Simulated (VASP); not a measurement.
A run of VASP 6.6.1 is set up as follows.

The input INCAR:

```
PREC = Accurate
ENCUT = 600
EDIFF = 1E-7
ISMEAR = 1
SIGMA = 0.1
LREAL = F
LASPH = T
NELM = 80
ALGO = Normal
ISIF = 3
LWAVE = F
LCHARG = F
GGA = PS
IBRION = 2
NSW = 90
EDIFFG = -0.005
KPAR = 4
```

KPOINTS

```
regular mesh
0
Gamma
  12 12 8
```

File POSCAR:

```
P2W                                     
1.0
    1.5762515925     -5.5683860214      0.0000000000
    1.5762515925      5.5683860214      0.0000000000
    0.0000000000      0.0000000000      4.9563308788
  P               W             
     4     2
Direct
     0.5701381864710505    0.4298618135289494    0.1171567415719812
     0.4298618135289494    0.5701381864710505    0.6171567415719812
     0.7029213109507112    0.2970786890492887    0.7995170995559201
     0.2970786890492887    0.7029213109507112    0.2995170995559199
     0.9069011406525318    0.0930988593474683    0.0003261588721004
     0.0930988593474683    0.9069011406525318    0.5003261588721003
```

Potentials or basis: VASP PAW PBE potentials, release 64 (P, W_sv).

The run is started by

```sh
$ cat potpaw_PBE.64/P/POTCAR potpaw_PBE.64/W_sv/POTCAR > POTCAR
$ mpirun -np 4 vasp_std > vasp.out
```

(1) What does it give for the space group after relaxing (to 0.05 Å)?

(2) Estimate the relaxed cell.

(3) What does it give for the relaxed volume?

Results:

(1) Cmc2_1 (No. 36).

(2) a = 5.787 Å, b = 5.787 Å, c = 4.956 Å, α = 90.00°, β = 90.00°, γ = 148.39°.

(3) 14.50 Å³/atom.

Caveat: the PAW data sets were made with another functional, which shifts forces and pressure a little.
